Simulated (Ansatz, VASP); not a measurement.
**Cross-check of Se between VASP and Ansatz**

One calculation is typed for both programs; each brings its own data sets. How far apart do they land? The structure shown is frame 88 of Ansatz's trajectory.

Main program and level: Ansatz 0.2.0; plane waves, with VASP 6.6.1 beside it; single point at PBEsol.

## (1) Starting point

The cell holds 30 atoms: 30 Se. Its edges and angles: a = 9.708 Å, b = 9.708 Å, c = 9.708 Å, α = 90.0°, β = 90.0°, γ = 90.0°. Kind glass; density_g_cm3 4.3; melt_temperature_k 1200; route random start, relaxed, short melt, two cooling runs, relaxed.

## (2) Ansatz: dynamics, PBEsol

Ansatz runs on its PAW soft_1 files.

One frame of this run of dynamics is then solved in both programs, so the motion causes no difference.

File input.yaml:

```yaml
crystal:
  lattice:
    - [9.7079283383, 0.0, 0.0]
    - [0.0, 9.7079283383, 0.0]
    - [0.0, 0.0, 9.7079283383]
  atoms:
    - { symbol: Se, position: [0.3227933855, 0.4008497124, 0.7835552834] }
    - { symbol: Se, position: [0.1154305423, 0.7287978833, 0.6390223423] }
    - { symbol: Se, position: [0.1161936274, 0.2763473512, 0.3996272013] }
    - { symbol: Se, position: [0.6008421694, 0.5028354197, 0.177651564] }
    - { symbol: Se, position: [0.355781417, 0.7776597435, 0.2873814406] }
    - { symbol: Se, position: [0.5500306868, 0.9862384597, 0.6502915392] }
    - { symbol: Se, position: [0.4403239029, 0.3025338912, 0.1568060195] }
    - { symbol: Se, position: [0.5156042523, 0.955770213, 0.4054255279] }
    - { symbol: Se, position: [0.9335327511, 0.0300565116, 0.1810158555] }
    - { symbol: Se, position: [0.1897926681, 0.9505629599, 0.6047539759] }
    - { symbol: Se, position: [0.8637873042, 0.7149255367, 0.5012956777] }
    - { symbol: Se, position: [0.801110019, 0.3503686558, 0.9523751961] }
    - { symbol: Se, position: [0.8435397776, 0.5845241993, 0.7025122163] }
    - { symbol: Se, position: [0.469148157, 0.6855804185, 0.1041551477] }
    - { symbol: Se, position: [0.2976383015, 0.9693554964, 0.9003391456] }
    - { symbol: Se, position: [0.215791655, 0.4485850704, 0.5587018747] }
    - { symbol: Se, position: [-0.0360747888, 0.0707371538, 0.563420333] }
    - { symbol: Se, position: [-0.1113559185, 0.5410694234, 0.2967452382] }
    - { symbol: Se, position: [0.6126185766, 1.1166847526, 0.249323973] }
    - { symbol: Se, position: [0.1826170431, 0.4333860117, -0.029796271] }
    - { symbol: Se, position: [0.6423892096, 0.2004239781, 0.8875482299] }
    - { symbol: Se, position: [1.2411315129, 0.0924340849, 0.1317623496] }
    - { symbol: Se, position: [0.8257073221, 0.6703895744, 0.0530892516] }
    - { symbol: Se, position: [0.8174756956, 0.9613675343, 0.7296525574] }
    - { symbol: Se, position: [0.8904551119, 0.3212458779, 0.3893364243] }
    - { symbol: Se, position: [0.2504807223, 0.7319720633, -0.1211232032] }
    - { symbol: Se, position: [0.6253452681, 0.5230826999, 0.6747359725] }
    - { symbol: Se, position: [1.0560305495, 0.2240555192, 0.0366379144] }
    - { symbol: Se, position: [0.6010377045, 0.2703316636, 0.6425895257] }
    - { symbol: Se, position: [0.921003635, 0.8787934514, 0.0025056006] }
kpoints:
  mp_grid: { grid: [1, 1, 1] }
scf:
  occupations: { method: fermi_dirac, width: 0.1 }
  n_extra_bands: 21
hamiltonian:
  xc: pbesol
  pseudopotentials: { kind: paw, azcp: { folder: soft_1 }, xc_functional: pbe }
output:
  forces: true
basis:
  ecutwfc: 320
md:
  timestep: 2.5
  n_steps: 264
  ensemble: nvt_langevin
  temperature: 300
  seed: 0
```

On the command line:

```bash
ansatz run input.yaml --threads 8 --pin off --max-ram 23552MiB --backend cpu --events-out ev --progress --plain --runs-dir out
```

Numbers of over 12 decimals in the logs are rounded to 6 here.

The log of the run:

```text
Warning: md: disabling space-group detection — thermal motion breaks the input geometry's symmetry, so no spatial operation reduces the k-mesh or symmetrises the density; time reversal is kept, so that k and −k are solved as one point where they differ and the mesh holds both, and exact exchange and, on two spinor components, a DFT+U term hold to it where the run has them: on two components no moment then forms, and  [...]
Warning: basis.ecutwfc = 320 eV is below the records' recommended 420 eV, and the density's cutoff is lower with it unless basis.ecutrho_ratio is high enough to keep the records' density cutoff: compare with a run at a higher cutoff
scf.n_extra_bands = 21 over 240 filled bands (N_el = 480.0): the run solves 261 bands
Engine: ansatz 0.2.0, x86_64-unknown-linux-gnu
Pseudopotentials: kind: paw
Pseudopotential: Se, paw, valence charge 16, recommended cutoff 420 eV (normal), soft_1/Se.paw.azcp
Functional definition: PBEsol
  exchange = pbesol_x
  correlation = pbesol_c
Crystal: 30 atoms, lattice volume = 914.913 Å³
Basis set: ecut = 320 eV, 11837 PW (Γ), exchange–correlation on 120×120×120 points (8 copies of the dense FFT grid, shifted against one another)
Bands: 261, of which v1, the nominal top of the filled ones, is band 240 counted from 1 (239 counted from 0)
Symmetry: 1 space group operations
k-points: 1
Non-local potential: Se, projectors of the file, l = 0: 2, l = 1: 2, l = 2: 3, l = 3: 1
PAW form: soft (Blöchl's): semilocal exchange-correlation on the pseudo side does not see the compensation charge
PAW frozen core: Se, regenerated for the run's functional, and the local potential with it (the file was generated under x = pbe(κ = 0.804, μ = 0.219515), c = pbe(β = 0.066725))
PAW one-centre angular grid: Se, 590 points (default); XC on 64 Gauss nodes
Initial density: superposition of atomic densities (chi_scale 0.1, normalization cell)
Initial wavefunctions: pseudopotential atomic-orbital guess
Functional: x = pbesol(κ = 0.804, μ = 0.123457), c = pbesol(β = 0.046)
SCF iter   1: F=—  HF=-162720.606895 eV  |F-HF|=—  |Δ(HF+E_count)|=         —  Δρ=2.37e-2  dr2=4.96e0  ethr=3.10e-3  ⟨swp⟩=5.0  Hψ=928  notcnv=0
preconditioner: auto → LDOS  [insulator: Δε(μ)=0.430 eV  Ē_g=8.094 eV  σ=0.100 eV  W_gap=0.79  n_scr=250 (ndim 8)  ℏωp=16.5 eV  f_vac=0.185  D(μ)=4.45/eV (n_scr^D=18)  ε∞_Penn≈5.1  β→1.0]
SCF iter   2: F=—  HF=-162720.165017 eV  |F-HF|=—  |Δ(HF+E_count)|=   4.42e-1  Δρ=1.16e-2  dr2=4.70e0  ethr=1.03e-3  ⟨swp⟩=3.0  Hψ=448  notcnv=0
SCF iter   3: F=—  HF=-162719.465149 eV  |F-HF|=—  |Δ(HF+E_count)|=   7.00e-1  Δρ=3.34e-3  dr2=4.30e-1  ethr=9.80e-4  ⟨swp⟩=4.0  Hψ=358  notcnv=0
SCF iter   4: F=—  HF=-162719.399282 eV  |F-HF|=—  |Δ(HF+E_count)|=   6.59e-2  Δρ=9.40e-4  dr2=2.12e-2  ethr=8.95e-5  ⟨swp⟩=2.0  Hψ=357  notcnv=0
SCF iter   5: F=—  HF=-162719.395219 eV  |F-HF|=—  |Δ(HF+E_count)|=   4.06e-3  Δρ=3.26e-4  dr2=3.24e-3  ethr=4.41e-6  ⟨swp⟩=2.0  Hψ=324  notcnv=0
SCF iter   6: F=—  HF=-162719.394805 eV  |F-HF|=—  |Δ(HF+E_count)|=   4.14e-4  Δρ=1.17e-4  dr2=2.56e-4  ethr=6.75e-7  ⟨swp⟩=2.0  Hψ=321  notcnv=0
SCF iter   7: F=—  HF=-162719.394792 eV  |F-HF|=—  |Δ(HF+E_count)|=   1.29e-5  Δρ=4.52e-5  dr2=3.03e-5  ethr=5.33e-8  ⟨swp⟩=2.0  Hψ=324  notcnv=0
SCF iter   8: F=—  HF=-162719.394628 eV  |F-HF|=—  |Δ(HF+E_count)|=   1.64e-4  Δρ=1.57e-5  dr2=4.26e-6  ethr=6.31e-9  ⟨swp⟩=2.0  Hψ=492  notcnv=0
SCF iter   9: F=—  HF=-162719.394628 eV  |F-HF|=—  |Δ(HF+E_count)|=   2.23e-7  Δρ=5.50e-6  dr2=4.83e-7  ethr=8.87e-10  ⟨swp⟩=2.0  Hψ=329  notcnv=0
SCF iter  10: F=—  HF=-162719.394628 eV  |F-HF|=—  |Δ(HF+E_count)|=   3.86e-8  Δρ=2.38e-6  dr2=9.90e-8  ethr=1.01e-10  ⟨swp⟩=2.0  Hψ=325  notcnv=0
SCF iter  11: F=-162719.394628 eV  HF=-162719.394628 eV  |F-HF|=1.25e-8  |Δ(HF+E_count)|=   8.73e-9  Δρ=1.08e-6  dr2=1.74e-8  ethr=6.25e-12  ⟨swp⟩=4.0  Hψ=979  notcnv=0
SCF 1 converged in 11 iterations: F = -162719.394628 eV  dr2 = 1.74e-8
  greatest PAW one-centre occupation: 1.000 electrons in one spin orbital (limit 2), on the Se atom at site 27 (counted from 0), in its partial waves of l = 2
md step     0: t =     0.00 fs  T =     0.0 K  F+E_penalty+E_count = -162719.39462795 eV  E_kin = 0.000000 eV  (11 SCF iters)
[... from here on, the SCF cycles and remarks between the steps are left out ...]
md step    86: t =   215.00 fs  T =   303.2 K  F+E_penalty+E_count = -162720.07532332 eV  E_kin = 1.175934 eV  (5 SCF iters)
md step    87: t =   217.50 fs  T =   323.8 K  F+E_penalty+E_count = -162720.09511911 eV  E_kin = 1.255780 eV  (5 SCF iters)
md step    88: t =   220.00 fs  T =   324.7 K  F+E_penalty+E_count = -162720.11682326 eV  E_kin = 1.259218 eV  (5 SCF iters)
md step    89: t =   222.50 fs  T =   324.6 K  F+E_penalty+E_count = -162720.14471118 eV  E_kin = 1.258712 eV  (5 SCF iters)
md step    90: t =   225.00 fs  T =   336.4 K  F+E_penalty+E_count = -162720.18269326 eV  E_kin = 1.304541 eV  (7 SCF iters)
md step    91: t =   227.50 fs  T =   328.8 K  F+E_penalty+E_count = -162720.22388328 eV  E_kin = 1.275030 eV  (6 SCF iters)
md step    92: t =   230.00 fs  T =   330.5 K  F+E_penalty+E_count = -162720.26081623 eV  E_kin = 1.281455 eV  (5 SCF iters)
md step    93: t =   232.50 fs  T =   343.0 K  F+E_penalty+E_count = -162720.29688911 eV  E_kin = 1.330122 eV  (5 SCF iters)
SCF iter   1: F=—  HF=-162720.333575 eV  |F-HF|=—  |Δ(HF+E_count)|=         —  Δρ=6.51e-5  dr2=3.88e-5  ethr=1.34e-7  ⟨swp⟩=3.0  Hψ=825  notcnv=0
preconditioner: auto → LDOS  [insulator: Δε(μ)=0.346 eV  Ē_g=7.950 eV  σ=0.100 eV  W_gap=0.70  n_scr=250 (ndim 8)  ℏωp=16.5 eV  f_vac=0.194  D(μ)=6.33/eV (n_scr^D=18)  ε∞_Penn≈5.3  β→1.0]
SCF iter   2: F=—  HF=-162720.333510 eV  |F-HF|=—  |Δ(HF+E_count)|=   6.52e-5  Δρ=2.63e-5  dr2=1.35e-5  ethr=8.09e-9  ⟨swp⟩=2.0  Hψ=550  notcnv=0
SCF iter   3: F=—  HF=-162720.333507 eV  |F-HF|=—  |Δ(HF+E_count)|=   2.52e-6  Δρ=1.19e-5  dr2=5.70e-6  ethr=2.81e-9  ⟨swp⟩=2.0  Hψ=475  notcnv=0
SCF iter   4: F=—  HF=-162720.333506 eV  |F-HF|=—  |Δ(HF+E_count)|=   9.89e-7  Δρ=3.32e-6  dr2=2
```

In the SCF lines HF is the Harris–Foulkes energy and dr2 the Hartree energy of the density residual, in eV; the loop may stop once dr2 is under the threshold and the program's other checks hold. Hψ counts applications of the Hamiltonian.

[end of part 1 of 2]

[Lines on the potential files, build, host, timing and source positions are cut from VASP's logs without a mark.]

[Logs are printed without paths, hosts, clocks, repeated set-up lines and the standing remarks that a program may print on its own settings, such as how far it seeks lower states.]

[Hosts, paths, dates, database ids (printed as entryN), source tags and the programs' standing remarks are cut or masked in the printed files.]
